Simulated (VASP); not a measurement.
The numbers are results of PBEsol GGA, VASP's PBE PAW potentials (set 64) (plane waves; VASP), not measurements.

VASP input:

POSCAR:
```
Tc2N
1
    2.8247000000     0.0000000000     0.0000000000
   -1.4123500000     2.4462620000     0.0000000000
    0.0000000000     0.0000000000     9.6807900000
Tc N
4 2
Direct
  0.3333330000   0.6666670000   0.3924500000
  0.6666670000   0.3333330000   0.6075500000
  0.6666670000   0.3333330000   0.8924500000
  0.3333330000   0.6666670000   0.1075500000
  0.3333330000   0.6666670000   0.7500000000
  0.6666670000   0.3333330000   0.2500000000
```

KPOINTS:
```
Automatic
0
G
  11 11 3
```

**INCAR**
```
SYSTEM=Tc2N
PREC=Accurate; ENCUT=400; LREAL=.False.
LASPH=.True.
EDIFF=1E-6; NELM=100; ALGO=Normal
LMAXMIX=4
ISMEAR=0; SIGMA=0.1
GGA=PS
ISIF=2
LWAVE=.False.; LCHARG=.False.
```

POTCAR, in this order: Tc_pv N (PBE.64 set). Program: vasp_std.

The resulting files:

### OSZICAR
```
       N       E                     dE             d eps       ncg     rms          rms(c)
DAV:   1     0.739087140025E+03    0.73909E+03   -0.32682E+04  2416   0.145E+03
DAV:   2    -0.269263157573E+02   -0.76601E+03   -0.74459E+03  2533   0.472E+02
DAV:   3    -0.695813070056E+02   -0.42655E+02   -0.41631E+02  3303   0.114E+02
DAV:   4    -0.704927699947E+02   -0.91146E+00   -0.90238E+00  2861   0.156E+01
DAV:   5    -0.705141270486E+02   -0.21357E-01   -0.21308E-01  2919   0.203E+00    0.441E+01
DAV:   6    -0.648908894928E+02    0.56232E+01   -0.48553E+01  2956   0.368E+01    0.128E+01
DAV:   7    -0.640875964234E+02    0.80329E+00   -0.10322E+01  3001   0.156E+01    0.897E+00
DAV:   8    -0.638414103806E+02    0.24619E+00   -0.17265E+00  2935   0.779E+00    0.109E+00
DAV:   9    -0.638430836387E+02   -0.16733E-02   -0.16451E-01  2989   0.185E+00    0.653E-01
DAV:  10    -0.638401857816E+02    0.28979E-02   -0.34643E-02  3023   0.955E-01    0.178E-01
DAV:  11    -0.638396127218E+02    0.57306E-03   -0.55421E-03  2976   0.313E-01    0.430E-02
DAV:  12    -0.638396161301E+02   -0.34084E-05   -0.27159E-04  2776   0.102E-01    0.218E-02
DAV:  13    -0.638396100558E+02    0.60744E-05   -0.96473E-05  2625   0.385E-02    0.701E-03
DAV:  14    -0.638396092396E+02    0.81617E-06   -0.33481E-06  2318   0.962E-03
   1 F= -.63839609E+02 E0= -.63833341E+02  d E =-.125370E-01
```

**OUTCAR**
```
------------------------ aborting loop because EDIFF is reached ----------------------------------------
  FORCE on cell =-STRESS in cart. coord.  units (eV):
  Direction    XX          YY          ZZ          XY          YZ          ZX
  --------------------------------------------------------------------------------------
  Total       -4.2055705     -4.2055707     -4.2880812      0.0000000      0.0000000     -0.0000000
  in kB     -100.7278131   -100.7278165   -102.7040291      0.0000000      0.0000000     -0.0000000
  external PRESSURE =    -101.3865529 kB  Pullay stress =       0.0000000 kB
  volume of cell :       66.89
      direct lattice vectors                 reciprocal lattice vectors
     2.824700000  0.000000000  0.000000000     0.354019896  0.204393479  0.000000000
    -1.412350000  2.446262000  0.000000000     0.000000000  0.408786957  0.000000000
     0.000000000  0.000000000  9.680790000     0.000000000  0.000000000  0.103297355
 POSITION                                       TOTAL-FORCE (eV/Angst)
 -----------------------------------------------------------------------------------
     -0.00000      1.63084      3.79923        -0.000000      0.000000     -0.231299
      1.41235      0.81542      5.88156         0.000000     -0.000000      0.231299
      1.41235      0.81542      8.63962        -0.000000      0.000000     -0.231299
     -0.00000      1.63084      1.04117         0.000000      0.000000      0.231299
     -0.00000      1.63084      7.26059         0.000000     -0.000000     -0.000000
      1.41235      0.81542      2.42020        -0.000000     -0.000000     -0.000000
 -----------------------------------------------------------------------------------
    total drift:                               -0.001222      0.000526     -0.000061
  FREE ENERGIE OF THE ION-ELECTRON SYSTEM (eV)
  ---------------------------------------------------
  free  energy   TOTEN  =       -63.8396092396 eV

  energy  without entropy=      -63.8270722432  energy(sigma->0) =      -63.83334074
```
(Selected blocks of OUTCAR.)

At this cut-off the stress carries a Pulay error, which pulls relaxed volumes low.

The structure comes from a computed database's Tc2N entry (P6_3/mmc); how it stands against other phases isn't given here. The cell was not relaxed at this level. The run is one of a series of settings (GGA = PS, POTCAR Tc_pv N (PBE.64 set) against the base run), some of them coarse on purpose.
